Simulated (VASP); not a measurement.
```xyz
4
Lattice="5.1829 0.0000 0.0000 0.0000 2.9688 0.0000 0.0000 0.0000 5.6234" Properties=species:S:1:pos:R:3 pbc="T T T"
Mg     3.8872     0.0000     4.7206
Mg     1.2957     0.0000     0.9028
Zr     1.2957     1.4844     3.6809
Zr     3.8872     1.4844     1.9424
```

Computed with PBEsol GGA, VASP's PBE PAW potentials (set 64) (plane waves; VASP). Numerical set-up: 400 eV cut-off, Gaussian smearing of 0.050 eV, potentials Mg Zr_sv.

Task: Give the energies of bands 9 to 17 at the high-symmetry points, in eV from the Fermi level.

Result: 
```json
[
 {"band": "9", "Γ": "-6.29", "X": "-4.78", "S": "-2.28", "Y": "-2.69", "Z": "-5.10", "U": "-3.98", "R": "-2.75", "T": "-2.60"},
 {"band": "10", "Γ": "-3.21", "X": "-4.78", "S": "-2.28", "Y": "-2.05", "Z": "-4.72", "U": "-3.98", "R": "-2.75", "T": "-1.82"},
 {"band": "11", "Γ": "-1.76", "X": "-1.95", "S": "-1.25", "Y": "-1.92", "Z": "-1.84", "U": "-3.12", "R": "-0.70", "T": "-1.56"},
 {"band": "12", "Γ": "-1.42", "X": "-1.95", "S": "-1.25", "Y": "-1.23", "Z": "-1.34", "U": "-3.12", "R": "-0.70", "T": "-1.32"},
 {"band": "13", "Γ": "-1.18", "X": "-0.53", "S": "-1.14", "Y": "-0.95", "Z": "-1.32", "U": "-0.61", "R": "-0.21", "T": "-1.32"},
 {"band": "14", "Γ": "-0.83", "X": "-0.53", "S": "-1.14", "Y": "-0.92", "Z": "-0.74", "U": "-0.61", "R": "-0.21", "T": "0.01"},
 {"band": "15", "Γ": "0.06", "X": "-0.02", "S": "0.34", "Y": "0.54", "Z": "-0.23", "U": "-0.15", "R": "0.57", "T": "0.16"},
 {"band": "16", "Γ": "1.04", "X": "-0.02", "S": "0.34", "Y": "0.61", "Z": "0.76", "U": "-0.15", "R": "0.57", "T": "1.01"},
 {"band": "17", "Γ": "1.67", "X": "2.14", "S": "2.81", "Y": "1.66", "Z": "2.07", "U": "2.62", "R": "1.31", "T": "1.03"}
]
```

It has no gap at this level: it comes out as a metal or semimetal.

The structure comes from a computed database's MgZr entry (Pmma); how it stands against other phases isn't given here. It was relaxed first.
